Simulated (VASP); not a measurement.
Input:

```
Sn
1.0
   -2.91500     2.91500     1.59000
    2.91500    -2.91500     1.59000
    2.91500     2.91500    -1.59000
Sn
2
Direct
  0.25000   0.75000   0.50000
  0.00000   0.00000   0.00000
```

Computed with PBE GGA, VASP's PBE PAW potentials (set 64) (plane waves; VASP). Settings: 300 eV cut-off, 7×7×5 Γ-centred mesh, Fermi-Dirac smearing of 0.10 eV, potentials Sn_d.

At this cut-off the stress carries a Pulay error, which pulls relaxed volumes low.

Give the stress tensor in GPa (positive for a compressed cell).

```
2.22  0.00  0.00
0.00  2.22  0.00
0.00  0.00  2.09
```
The pressure is its mean diagonal, 2.17 GPa.

The structure is a typed Sn crystal (I4_1/amd). The cell was not relaxed at this level. The k-mesh is coarse (spacing up to 0.32 per Å, 2π included), so the numbers may not be converged in it.
